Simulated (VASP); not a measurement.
A convergence study with VASP on Li2O (space group no. 225 when undisturbed): one setting is varied, all else stays as given below, so the limit is that of these other settings. One atom is moved off its site, so that forces are finite.

```
Li2O
1.0
    0.00000     2.29845     2.29845
    2.29845     0.00000     2.29845
    2.29845     2.29845     0.00000
Li O
2 1
Direct
  0.25000   0.25000   0.25000
  0.75000   0.75000   0.75000
  0.01088   0.01088   0.98912
```

Computed with LDA (Ceperley-Alder, Perdew-Zunger), VASP's LDA PAW potentials (set 64) (plane waves; VASP 6.6.1). The tightest run used: 960 eV cut-off, 9×9×9 Γ-centred mesh, Fermi-Dirac smearing of 0.020 eV, potentials Li_sv O.

Gaps are read on the run's mesh, which can miss a band edge.

Q: The settings run are ENCUT = 140; ENCUT = 160; ENCUT = 180; ENCUT = 200; ENCUT = 220; ENCUT = 240; ENCUT = 280; ENCUT = 320; ENCUT = 360; ENCUT = 440; ENCUT = 480; ENCUT = 540; ENCUT = 600; ENCUT = 700; ENCUT = 800; ENCUT = 960. From which on does the energy per atom stay within 0.005 eV/atom of the tightest run?

A: From ENCUT = 440 on: it is off by 0.0010 there and by no more than 0.005 in any finer run, while ENCUT = 360 is off by 0.0394.
| setting | E (eV/atom) | pressure (GPa) | largest force (eV/Å) | gap on the mesh (eV) | plane waves | difference judged (eV/atom) |
|---|---|---|---|---|---|---|
| ENCUT = 140 | -12.5732 | -259.04 | 0.674 | 4.049 | 97 | 7.3310 |
| ENCUT = 160 | -10.6484 | -211.87 | 0.787 | 4.654 | 121 | 5.4062 |
| ENCUT = 180 | -9.2417 | -172.82 | 0.804 | 4.691 | 140 | 3.9995 |
| ENCUT = 200 | -7.9732 | -139.34 | 0.681 | 4.719 | 169 | 2.7309 |
| ENCUT = 220 | -7.0462 | -112.06 | 0.431 | 4.475 | 190 | 1.8040 |
| ENCUT = 240 | -6.4709 | -89.59 | 0.236 | 4.352 | 212 | 1.2287 |
| ENCUT = 280 | -5.6164 | -58.34 | 0.127 | 4.702 | 271 | 0.3741 |
| ENCUT = 320 | -5.3742 | -39.53 | 0.226 | 4.830 | 331 | 0.1320 |
| ENCUT = 360 | -5.2816 | -24.66 | 0.300 | 4.824 | 385 | 0.0394 |
| ENCUT = 440 | -5.2432 | -8.62 | 0.255 | 4.912 | 531 | 0.0010 |
| ENCUT = 480 | -5.2397 | -6.19 | 0.247 | 4.917 | 589 | 0.0025 |
| ENCUT = 540 | -5.2386 | -5.44 | 0.246 | 4.919 | 702 | 0.0036 |
| ENCUT = 600 | -5.2394 | -5.81 | 0.246 | 4.921 | 869 | 0.0028 |
| ENCUT = 700 | -5.2414 | -5.98 | 0.246 | 4.924 | 1032 | 0.0008 |
| ENCUT = 800 | -5.2421 | -5.65 | 0.243 | 4.927 | 1272 | 0.0001 |
| ENCUT = 960 | -5.2422 | -5.46 | 0.243 | 4.927 | 1655 | 0.0000 |

Left out are rungs that failed or repeat a setting and relaxations that didn't move; long series are thinned to 24 rows.

The structure is a typed Li2O crystal (space group no. 225). The cell was not relaxed at this level, it is distorted from the ideal structure.
